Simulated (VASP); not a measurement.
Data:

```xyz
3
Lattice="0.0000 3.4990 3.4990 3.4990 0.0000 3.4990 3.4990 3.4990 0.0000" Properties=species:S:1:pos:R:3 pbc="T T T"
Sr     0.0000     0.0000     0.0000
Cl     1.7495     1.7495     1.7495
Cl     5.2485     5.2485     5.2485
```

All values below come from r2SCAN meta-GGA, VASP's PBE PAW potentials (set 64) (plane waves; VASP 6.6.1). Run with 520 eV cut-off, 6×6×6 Γ-centred mesh, tetrahedra with Blöchl corrections, potentials Sr_sv Cl.

Q: Estimate the energy per atom (σ→0), band gap (over mesh and band path) with the smallest direct gap where there is one.

A: 
```json
{
  "band gap (over mesh and band path)": "5.93 eV",
  "smallest direct gap (over mesh and band path)": "5.99 eV",
  "energy per atom (σ→0)": "-11.899 eV/atom"
}
```

The absolute energy has meaning only against runs of the same code, potentials and settings.

The compound is SrCl2 in the fluorite structure. It was relaxed first.
